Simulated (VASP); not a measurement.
Here is a VASP 6.6.1 calculation.

The input INCAR:

```
PREC     = Accurate       # precision mode
ENCUT    = 600            # plane-wave cutoff, eV
EDIFF    = 1E-7           # SCF threshold, eV
ISMEAR   = 1              # smearing method
SIGMA    = 0.1            # smearing width, eV
LREAL    = False          # projectors in reciprocal space
LASPH    = True           # aspherical terms in the spheres
NELM     = 80             # most SCF steps
ALGO     = Normal         # electronic algorithm
ISIF     = 3              # what is computed and relaxed
LWAVE    = False          # write WAVECAR
LCHARG   = False          # write CHGCAR
GGA      = CA             # functional
IBRION   = 2              # ionic algorithm
NSW      = 90             # ionic steps
EDIFFG   = -0.005         # ionic threshold
```

Contents of KPOINTS:

```
Automatic mesh
0
Gamma
  16 16 16
```

Contents of POSCAR:

```
Ag                                      
1.0
    0.0000000000      2.0016342092      2.0016342092
    2.0016342092      0.0000000000      2.0016342092
    2.0016342092      2.0016342092      0.0000000000
  Ag            
     1
Direct
     0.0000000000000000    0.0000000000000000    0.0000000000000000
```

Potentials or basis: VASP PAW LDA potentials, release 64 (Ag).

Command:

```sh
$ cat potpaw_LDA.64/Ag/POTCAR > POTCAR
$ mpirun -np 1 vasp_std > vasp.out
```

Question: What does it give for the relaxed cell?

Answer: a = 2.830 Å, b = 2.830 Å, c = 2.830 Å, α = 60.00°, β = 60.00°, γ = 60.00°.

Question: Estimate the band gap on the k mesh.

Answer: None (metal or under the smearing width).

Final structure:
```yaml
crystal:
  lattice:
    - [0.00000, 2.00118, 2.00118]
    - [2.00118, 0.00000, 2.00118]
    - [2.00118, 2.00118, 0.00000]
  atoms:
    - { symbol: Ag, position: [0.00000, 0.00000, 0.00000] }
```
